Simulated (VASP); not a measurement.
Here is the system:

```
SrZn2As2
1.0
    4.18612     0.00000     0.00000
   -2.09306     3.62529     0.00000
    0.00000     0.00000     7.17967
Sr Zn As
1 2 2
Direct
  0.00000   0.00000   0.00000
  0.66667   0.33333   0.37082
  0.33333   0.66667   0.62918
  0.66667   0.33333   0.73017
  0.33333   0.66667   0.26983
```

All values below come from PBEsol GGA with spin-orbit coupling, VASP's PBE PAW potentials (set 64) (plane waves; VASP). Numerical set-up: 400 eV cut-off, 6×6×3 Γ-centred mesh, Gaussian smearing of 0.050 eV, potentials Sr_sv Zn As.

Task: Estimate the energy per atom (σ→0), band gap (over mesh and band path) with the smallest direct gap where there is one.

Result: 
- band gap (over mesh and band path) = 0.21 eV
- smallest direct gap (over mesh and band path) = 0.21 eV
- energy per atom (σ→0) = -3.719 eV/atom

Only differences to runs with the same potentials and settings are physical.

The structure comes from a computed database's SrZn2As2 entry (P-3m1); how it stands against other phases isn't given here. It was relaxed first.
